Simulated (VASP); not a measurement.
A run of VASP 6.6.1 is set up as follows.

The input POSCAR:

```
Pb3C
1.0
    3.5325061493      0.0000000000      0.0000000000
   -1.7662530746      3.0592400643      0.0000000000
    0.0000000000      0.0000000000     24.7685583859
Pb C
3 1
Direct
    0.6666666667      0.3333333333      0.3431770177
    0.3333333333      0.6666666667      0.4534856063
    0.0000000000      0.0000000000      0.5764797569
    0.0000000000      0.0000000000      0.6671871841
```

The input INCAR.step1:

```
ALGO = Normal
DIPOL = 0.5 0.5 0.510
EDIFF = 1E-4
ENCUT = 520
GGA = PE
IDIPOL = 3
ISMEAR = 0
LASPH = T
LCHARG = F
LDIPOL = T
LREAL = F
LWAVE = T
NBANDS = 31
NELM = 100
PREC = Accurate
SIGMA = 0.1
```

File INCAR.step2:

```
ALGO = Normal
DIPOL = 0.5 0.5 0.510
EDIFF = 1E-6
ENCUT = 520
IDIPOL = 3
ISIF = 2
ISMEAR = 0
ISTART = 1
LASPH = T
LCHARG = F
LDIPOL = T
LMIXTAU = T
LREAL = F
LWAVE = F
METAGGA = R2SCAN
NBANDS = 31
NELM = 100
PREC = Accurate
SIGMA = 0.1
```

Contents of KPOINTS:

```
k-points
0
Gamma
  9 9 1
```

Potentials or basis: VASP PAW PBE potentials, release 64 (Pb_d, C).

Command:

```bash
$ cat potpaw_PBE.64/Pb_d/POTCAR potpaw_PBE.64/C/POTCAR > POTCAR
$ cp INCAR.step1 INCAR
$ mpirun -np 1 vasp_std > vasp.out
$ cp INCAR.step2 INCAR
$ mpirun -np 1 vasp_std > vasp.out
```

Q: Predict the band gap on the k mesh.

A: None (metal or under the smearing width).

Q: Predict the largest force.

A: 0.009 eV/Å.

Forces on the atoms (eV/Å):
```
Pb   0.000  0.000 -0.005
Pb   0.000  0.000  0.000
Pb   0.000  0.000 -0.004
C    0.000  0.000  0.009
```

Caveat: the PAW data sets were made with another functional, which shifts forces and pressure a little. The run has no spin-orbit coupling, so splittings on Pb are missing.
